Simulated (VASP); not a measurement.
A cell of Te (trig) near equilibrium:

```xyz
3
Lattice="2.1643 -3.7487 0.0000 2.1643 3.7487 0.0000 0.0000 0.0000 5.9665" Properties=species:S:1:pos:R:3 pbc="T T T"
Te     2.7723    -2.6957     3.9777
Te     3.1127     0.0000     0.0000
Te     2.7723     2.6957     1.9888
```

Computed with PBEsol GGA, VASP's PBE PAW potentials (set 64) (plane waves; VASP).

```tsv
run	ΔE (meV/atom)	σxx	σyy	σzz	largest shear component, with its sign (GPa)	largest force (eV/Å)
as it is	0.0	-0.03	-0.03	0.04	0.00	0.025
after one change	11.9	3.18	0.87	2.32	-1.22	0.252
```
Stress is in GPa, positive when the cell is compressed.

### Question
What was changed between the two runs?
A) uniaxial strain of +0.5 % along x
B) uniaxial strain of -4.0 % along x
C) biaxial strain of -1.0 % in the xy plane
D) uniaxial strain of +2.0 % along x

### Answer
B, uniaxial strain of -4.0 % along x

The compound is Te in the trig structure.
